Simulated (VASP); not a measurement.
Here is the system:

```xyz
1
Lattice="-1.5047 1.5047 1.5047 1.5047 -1.5047 1.5047 1.5047 1.5047 -1.5047" Properties=species:S:1:pos:R:3 pbc="T T T"
P      0.0000     0.0000     0.0000
```

These are PBEsol GGA, VASP's PBE PAW potentials (set 64) (plane waves; VASP) values and carry that method's errors. Settings: 400 eV cut-off, 19×19×19 Γ-centred mesh, tetrahedra with Blöchl corrections, potentials P.

Problem. Estimate the energy per atom (σ→0), band gap (on the k-mesh) with the smallest direct gap where there is one.

Solution. 
```yaml
band gap (on the k-mesh): none (metal, semimetal or under 0.01 eV)
energy per atom (σ→0): -5.220 eV/atom
```

The structure was generated: P was put into the bcc type (Im-3m), which need not be its known phase. It was relaxed first, which changed the volume by -7 %.
